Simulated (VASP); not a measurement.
Data:

```
CELL_PARAMETERS angstrom
      4.47484     0.00000     0.00000
      0.00000     4.47484     0.00000
      0.00000     0.00000     4.47484
ATOMIC_POSITIONS crystal
  Cs 0.00000 0.00000 0.00000
  Cd 0.50000 0.50000 0.50000
  F  0.00000 0.50000 0.50000
  F  0.50000 0.00000 0.50000
  F  0.50000 0.50000 0.00000
```

The numbers are results of PBEsol GGA, VASP's PBE PAW potentials (set 64) (plane waves; VASP 6.6.1), not measurements. Run with 520 eV cut-off, Gaussian smearing of 0.050 eV, potentials Cs_sv Cd F.

Unless said otherwise, spin-orbit coupling is left out, though it shifts the bands of the heavy elements here.

### Question
Give the energies of bands 11 to 24 at the high-symmetry points, in eV from the valence-band maximum.

### Answer

```
band      Γ      X      M      R
----  -----  -----  -----  -----
11    -4.63  -4.58  -5.19  -4.67
12    -4.63  -4.58  -4.72  -4.67
13    -2.77  -2.95  -2.94  -4.67
14    -2.77  -2.95  -2.74  -1.10
15    -2.77  -1.94  -1.73  -1.10
16    -1.49  -1.66  -1.43  -1.10
17    -1.49  -1.61  -1.43  -1.05
18    -1.49  -1.51  -1.29  -1.05
19    -1.14  -1.51  -1.29  -1.05
20    -1.14  -1.17  -1.11   0.00
21    -1.14  -1.17   0.00   0.00
22     3.18   5.66   6.39   7.05
23     7.39   7.41   8.92   7.05
24     7.39   8.25   9.56   7.05
```

The gap is indirect, 3.18 eV, from the valence maximum at R to the conduction minimum at Γ.

The structure comes from a computed database's CsCdF3 entry (Pm-3m); how it stands against other phases isn't given here. It was relaxed first.
